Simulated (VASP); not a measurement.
Input:

```
CELL_PARAMETERS angstrom
      0.00000     3.03939     3.03939
      3.03939     0.00000     3.03939
      3.03939     3.03939     0.00000
ATOMIC_POSITIONS crystal
  Cd 0.00000 0.00000 0.00000
  S  0.25000 0.25000 0.25000
```

Calculation: vdW-DF2, VASP's PBE PAW potentials (set 64) (plane waves; VASP). Settings: 520 eV cut-off, 8×8×8 Γ-centred mesh, Gaussian smearing of 0.050 eV, potentials Cd S.

Give the energy at these volumes per atom, relative to the lowest: 26.39, 27.23, 28.07, 28.91, 29.75 Å³.

16.4, 3.9, 0.0, 3.4, 12.9 meV/atom. A third-order Birch-Murnaghan fit gives B0 = 46.0 GPa and B0′ = 4.6.

Measured: a 5.832 Å (computed value off by +4.2 %), as given by arXiv:1206.3780. The calculation is for a static lattice, while the measured a holds thermal and zero-point effects, which are part of the difference.

The compound is CdS in the zinc blende structure, a metastable form; wurtzite is the usual one. It was relaxed first, which changed the volume by +14 %.
